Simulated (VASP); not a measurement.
An input for Quantum ESPRESSO's pw.x (written as the equivalent of a VASP run, and not itself run):

```
&CONTROL
  calculation = 'vc-relax'
  pseudo_dir = './pseudo'
  outdir = './out'
  tprnfor = .true.
  tstress = .true.
  nstep = 30
  forc_conv_thr = 0.00039
/
&SYSTEM
  ibrav = 0
  nat = 2
  ntyp = 1
  ecutwfc = 78
  occupations = 'smearing'
  smearing = 'methfessel-paxton'
  degauss = 0.00735
  input_dft = 'vdw-df-ob86'
/
&ELECTRONS
  conv_thr = 7.3e-09
  electron_maxstep = 100
/
&IONS
/
&CELL
  cell_dofree = 'shape'
/
ATOMIC_SPECIES
  Sc 44.956 Sc.upf
CELL_PARAMETERS angstrom
     1.6273289   -2.8186162    0.0000000
     1.6273289    2.8186162    0.0000000
     0.0000000    0.0000000    5.0459463
ATOMIC_POSITIONS crystal
  Sc   0.3333330  0.6666670  0.2500000
  Sc   0.6666670  0.3333330  0.7500000
K_POINTS automatic
  13 13 7 0 0 0
```

Problem. Write the VASP files for the same calculation (optB86b-vdW).

Solution. One answer among several that fit: 
**POSCAR**
```
Sc
1
    1.6273288618    -2.8186161854     0.0000000000
    1.6273288618     2.8186161854     0.0000000000
    0.0000000000     0.0000000000     5.0459462976
Sc
2
Direct
  0.3333330000   0.6666670000   0.2500000000
  0.6666670000   0.3333330000   0.7500000000
```

INCAR:
```
SYSTEM  =  Sc
PREC  =  Accurate; ENCUT  =  520; LREAL  =  .FALSE.
LASPH  =  .TRUE.
EDIFF  =  1E-7; NELM  =  100; ALGO  =  Normal
LMAXMIX  =  4
ISMEAR  =  1; SIGMA  =  0.1
GGA  =  MK; LUSE_VDW  =  .TRUE.; AGGAC  =  0.0
PARAM1  =  0.1234; PARAM2  =  1.0
IBRION  =  2; NSW  =  30; ISIF  =  4
EDIFFG  =  -0.01
LWAVE  =  .FALSE.; LCHARG  =  .FALSE.
```

### KPOINTS
```
Automatic mesh
0
Gamma
13 13 7
0 0 0
```

POTCAR, in this order: Sc_sv (PBE.64 set). Program: vasp_std.

What does not carry over: the potentials are each code's own (VASP's PAW set, PseudoDojo norm-conserving files in pw.x), so ENCUT and ecutwfc are chosen apart and not converted; conv_thr bounds pw.x's estimated SCF error, while EDIFF bounds the energy change between steps; forc_conv_thr acts on force components and is met together with etot_conv_thr.

The compound is Sc in the hcp structure. This cell is one point of a volume scan, at 0.97 of the reference volume. Symmetry was kept, so distortions that lower it aren't found.
